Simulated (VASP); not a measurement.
The input files of a VASP run:

File KPOINTS:
```
Regular mesh
0
G
16 16 11
```

POSCAR:
```
VGe
1
    2.8766052502    -0.0000000852    -0.0000000000
   -1.4383022733     2.4912130305     0.0000000000
   -0.0000000000    -0.0000000000     3.8990503326
V Ge
1 1
Direct
  0.0000000000   0.0000000000   0.0000000000
  0.6666670000   0.3333330000   0.5000000000
```

### INCAR
```
ALGO  =  Normal
EDIFF  =  1E-7
ENCUT  =  400
GGA  =  PS
ISIF  =  2
ISMEAR  =  -5
LASPH  =  .TRUE.
LCHARG  =  .TRUE.
LMAXMIX  =  4
LORBIT  =  11
LREAL  =  .FALSE.
LWAVE  =  .FALSE.
NEDOS  =  601
NELM  =  100
PREC  =  Accurate
SYSTEM  =  VGe
```

POTCAR, in this order: V_sv Ge_d (PBE.64 set). Program: vasp_std.

Question: Write an equivalent input for Ansatz.

Answer: One equivalent input (not run):
Ansatz 0.2 input:
```yaml
crystal:
  lattice:
    - [2.8766053, -0.0000001, 0.0000000]
    - [-1.4383023, 2.4912130, 0.0000000]
    - [0.0000000, 0.0000000, 3.8990503]
  atoms:
    - { symbol: V, position: [0.0000000, 0.0000000, 0.0000000] }
    - { symbol: Ge, position: [0.6666670, 0.3333330, 0.5000000] }
kpoints:
  mp_grid: { grid: [16, 16, 11] }
hamiltonian:
  xc: pbesol
  pseudopotentials: { kind: paw }
scf:
  occupations: { method: tetrahedron }
  max_iter: 100
output: { forces: true, stress: true, eigenvalues: true }
```
The two are equivalent in intent, not identical: each code has its own PAW files, so the cut-off isn't converted (ENCUT is set for VASP's; basis.ecutwfc is left out, and Ansatz then takes the one that its files recommend); Ansatz stops its SCF on the density residual and VASP on the energy change (EDIFF).

The structure was generated: VGe was put into the WC type (P-6m2), which need not be its known phase. It was relaxed first, which changed the volume by -14 %.
